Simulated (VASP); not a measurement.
OSZICAR of a VASP run on Fe (bcc):

### OSZICAR
```
       N       E                     dE             d eps       ncg     rms          rms(c)
DAV:   1     0.100706752026E+02    0.10071E+02   -0.40896E+03  5420   0.108E+03
DAV:   2    -0.151991211780E+02   -0.25270E+02   -0.23513E+02  5322   0.134E+02
DAV:   3    -0.155322550313E+02   -0.33313E+00   -0.33239E+00  5851   0.216E+01
DAV:   4    -0.155340760711E+02   -0.18210E-02   -0.18209E-02  5664   0.145E+00
DAV:   5    -0.155340957968E+02   -0.19726E-04   -0.19725E-04  5589   0.138E-01    0.136E+01
DAV:   6    -0.140057766571E+02    0.15283E+01   -0.18003E+01  5530   0.692E+01    0.670E+00
DAV:   7    -0.142524434533E+02   -0.24667E+00   -0.24769E+00  6395   0.220E+01    0.500E+00
DAV:   8    -0.142406248860E+02    0.11819E-01   -0.54888E-02  6075   0.285E+00    0.217E+00
DAV:   9    -0.142340298646E+02    0.65950E-02   -0.79855E-02  6067   0.399E+00    0.662E-01
DAV:  10    -0.142342556231E+02   -0.22576E-03   -0.48567E-03  5335   0.989E-01    0.228E-01
DAV:  11    -0.142343900803E+02   -0.13446E-03   -0.21776E-03  6017   0.698E-01    0.111E-01
DAV:  12    -0.142343564890E+02    0.33591E-04   -0.59768E-04  5715   0.366E-01    0.625E-02
DAV:  13    -0.142343429526E+02    0.13536E-04   -0.74273E-05  6169   0.142E-01    0.295E-02
DAV:  14    -0.142343412381E+02    0.17145E-05   -0.65909E-05  6261   0.124E-01    0.111E-02
DAV:  15    -0.142343402954E+02    0.94271E-06   -0.12550E-06  6349   0.135E-02    0.632E-03
DAV:  16    -0.142343399360E+02    0.35939E-06   -0.28819E-07  4219   0.795E-03    0.269E-03
DAV:  17    -0.142343397739E+02    0.16205E-06   -0.30016E-07  3178   0.802E-03    0.584E-04
DAV:  18    -0.142343397200E+02    0.53935E-07   -0.24724E-08  2625   0.206E-03
   1 F= -.14234340E+02 E0= -.14234127E+02  d E =-.638173E-03  mag=     2.2858
```

Task: Which electronic solver shows in the log?

Result: It is blocked Davidson (ALGO = Normal, or the opening steps of other solvers). The INCAR had ALGO = Normal.

Task: How was spin treated?

Result: Collinear spin (ISPIN = 2): the summary line carries one mag value, 2.29 μB in the cell.

Task: Can the final energy be trusted as converged?

Result: Self-consistency was reached. It stopped with EDIFF = 1E-7, NELM = 100 (r2SCAN meta-GGA, plane waves, VASP's PBE PAW potentials (set 64)).

The compound is Fe in the bcc structure. This cell was strained or had an atom moved on purpose.
